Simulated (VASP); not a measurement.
These are PBE GGA, VASP's PBE PAW potentials (set 64) (plane waves; VASP) values and carry that method's errors.

VASP ran on this input.

### KPOINTS
```
Automatic mesh
0
Gamma
  10 10 10
0 0 0
```

File POSCAR:
```
InSb
1.0
  0.0000000000   3.2889817020   3.2889817020
  3.2889817020   0.0000000000   3.2889817020
  3.2889817020   3.2889817020   0.0000000000
In Sb
1 1
Cartesian
  0.0000000000   0.0000000000   0.0000000000
  1.6444908510   1.6444908510   1.6444908510
```

INCAR:
```
ALGO = Normal
EDIFF = 1E-7
EDIFFG = -0.01
ENCUT = 480
GGA = PE
IBRION = 2
ISIF = 3
ISMEAR = 1
LASPH = .TRUE.
LCHARG = .FALSE.
LMAXMIX = 4
LREAL = .FALSE.
LWAVE = .FALSE.
NELM = 100
NSW = 40
PREC = Accurate
PSTRESS = 10
SIGMA = 0.1
SYSTEM = InSb
```

POTCAR, in this order: In_d Sb (PBE.64 set). Program: vasp_std.

The run wrote:

File OSZICAR:
```
       N       E                     dE             d eps       ncg     rms          rms(c)
DAV:   1     0.106885607676E+03    0.10689E+03   -0.76812E+03  1222   0.129E+03
DAV:   2    -0.405562360347E-01   -0.10693E+03   -0.10464E+03  1297   0.296E+02
DAV:   3    -0.684601117191E+01   -0.68055E+01   -0.67226E+01  1567   0.832E+01
DAV:   4    -0.703987946090E+01   -0.19387E+00   -0.19377E+00  1513   0.166E+01
DAV:   5    -0.704781083246E+01   -0.79314E-02   -0.79312E-02  1768   0.272E+00    0.388E+00
DAV:   6    -0.695595913189E+01    0.91852E-01   -0.17718E-01  1663   0.705E+00    0.225E+00
DAV:   7    -0.694463341557E+01    0.11326E-01   -0.70723E-02  1593   0.281E+00    0.621E-01
DAV:   8    -0.694572976015E+01   -0.10963E-02   -0.76172E-03  1552   0.117E+00    0.239E-01
DAV:   9    -0.694634090237E+01   -0.61114E-03   -0.86731E-04  1395   0.287E-01    0.767E-02
DAV:  10    -0.694642872902E+01   -0.87827E-04   -0.70572E-05  1497   0.668E-02    0.313E-02
DAV:  11    -0.694647330465E+01   -0.44576E-04   -0.79570E-05  1297   0.666E-02    0.184E-02
DAV:  12    -0.694647403346E+01   -0.72881E-06   -0.11082E-06  1532   0.825E-03    0.570E-03
DAV:  13    -0.694647474840E+01   -0.71494E-06   -0.18515E-06  1292   0.109E-02    0.317E-03
DAV:  14    -0.694647465035E+01    0.98052E-07   -0.41005E-08  1161   0.144E-03
   1 F= -.65023511E+01 E0= -.65024388E+01  d E =-.650235E+01
```

OUTCAR:
```
------------------------ aborting loop because EDIFF is reached ----------------------------------------
  FORCE on cell =-STRESS in cart. coord.  units (eV):
  Direction    XX          YY          ZZ          XY          YZ          ZX
  --------------------------------------------------------------------------------------
  Total        0.4480481      0.4480481      0.4480481     -0.0000000      0.0000000     -0.0000000
  in kB       10.0883668     10.0883668     10.0883668     -0.0000000      0.0000000     -0.0000000
  external PRESSURE =       0.0883668 kB  Pullay stress =      10.0000000 kB
  volume of cell :       71.16
      direct lattice vectors                 reciprocal lattice vectors
     0.000000000  3.288981702  3.288981702    -0.152022737  0.152022737  0.152022737
     3.288981702  0.000000000  3.288981702     0.152022737 -0.152022737  0.152022737
     3.288981702  3.288981702  0.000000000     0.152022737  0.152022737 -0.152022737
  FREE ENERGIE OF THE ION-ELECTRON SYSTEM (eV)
  ---------------------------------------------------
  free  energy   TOTEN  =        -6.9464746503 eV

  energy  without entropy=       -6.9467375972  energy(sigma->0) =       -6.94656230
  enthalpy is  TOTEN    =        -6.5023511181 eV   P V=        0.4441235323

 reached required accuracy - stopping structural energy minimisation
```
(Selected blocks of OUTCAR.)

The compound is InSb in the zinc blende structure. It was relaxed first under an external pressure of 1 GPa.
